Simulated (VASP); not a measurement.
Runs of VASP 6.6.1 on MoRu. All rows change the cell; the cell of one of them follows. Symmetry: P-6m2, No. 187, hexagonal system. Conventional cell: a = 2.694 Å, b = 2.694 Å, c = 4.397 Å, α = 90.00°, β = 90.00°, γ = 120.00°. Mo (site symmetry -6m2) has 6 Ru at 2.69 Å and 6 Mo at 2.69 Å as nearest neighbours. Ru (site symmetry -6m2) has 6 Mo at 2.69 Å and 6 Ru at 2.69 Å as nearest neighbours. The cell comes from a database or a generator and needn't be the stable form of this composition.

| cell | further INCAR settings | gap on the mesh (eV) | pressure (GPa) |
| --- | --- | --- | --- |
| strain -0.030 along x and y, -0.015 along z, atoms carried along | ALGO = Fast; EDIFF = 1e-07; NBANDS = 21 | none | (a) |
| strain +0.030 along x and y, +0.000 along z, atoms carried along | ALGO = Fast; EDIFF = 1e-07; NBANDS = 21 | none | -27.8 |
| strain +0.000 along x and y, -0.030 along z, atoms carried along | ALGO = Fast; EDIFF = 1e-06; NBANDS = 21 | none | -7.1 |
| strain +0.030 along x and y, -0.030 along z, atoms carried along | ALGO = Fast; EDIFF = 1e-06; NBANDS = 21 | none | -20.9 |

Alike in all rows: task single point; level LDA; potentials or basis VASP PAW LDA potentials, release 64 (Mo_sv, Ru_pv); no spin polarisation; k mesh 21 × 21 × 12; cutoff (eV) 520; smearing gaussian 0.15 eV.

**Question.** Estimate the missing entries.

**Answer.** (a) 6.6.

Caveats: so large a pressure means that the cell lies far from this level's equilibrium, or that cutoff or potentials fall short (some runs).

A k mesh can miss the band edges, and the runs leave out spin-orbit coupling on Mo, Ru.

A gap of «none» marks a metal or a gap under the smearing width.
